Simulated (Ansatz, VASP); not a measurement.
## GaIr5: VASP beside Ansatz

```
CELL_PARAMETERS angstrom
2.77843 0.00000 0.00000
0.00000 2.77843 0.00000
0.00000 0.00000 11.24690
ATOMIC_POSITIONS crystal
Ga 0.50000 0.50000 0.00000
Ir 0.50000 0.50000 0.33152
Ir 0.50000 0.50000 0.66848
Ir 0.00000 0.00000 0.16184
Ir 0.00000 0.00000 0.83816
Ir 0.00000 0.00000 0.50000
```

Change from the starting cell: species swapped into the Hf5Pb type (P4/mmm, No. 123).

Alike in both runs: functional PBE; k mesh 6 × 6 × 2; occupations gaussian, width 0.2 eV; no spin polarisation.

Ansatz relaxed the structure, and its values are those at the end. VASP's run is a single point on that final structure, the one shown.

|  | VASP | Ansatz |
| --- | --- | --- |
| version | VASP 6.6.1 | Ansatz 0.2.0 |
| potentials or method | VASP PAW PBE potentials, release 64 (Ga_d, Ir) | scalar-relativistic, plane waves, PAW |
| plane-wave cutoff (eV) | 520 | 420 |
| valence electrons in the cell | 58 | 98 |

VASP gave:

```
gap on the k mesh at the Fermi level (eV) : none
pressure (GPa)                            : 0.5
rms of the force components (eV/Å)        : 0.006
```

Q: Estimate Ansatz's values.

A: gap on the k mesh at the Fermi level (eV): none; pressure (GPa): 0.0; rms of the force components (eV/Å): 0.006.

A gap of «none» marks a metal or a gap that the smearing closes. The two sets of potentials don't hold the same shells in valence.

Caveats: the k mesh is coarse (spacing up to 0.38 Å⁻¹), so the values aren't converged. The runs have no spin-orbit coupling, so splittings on Ir are missing.
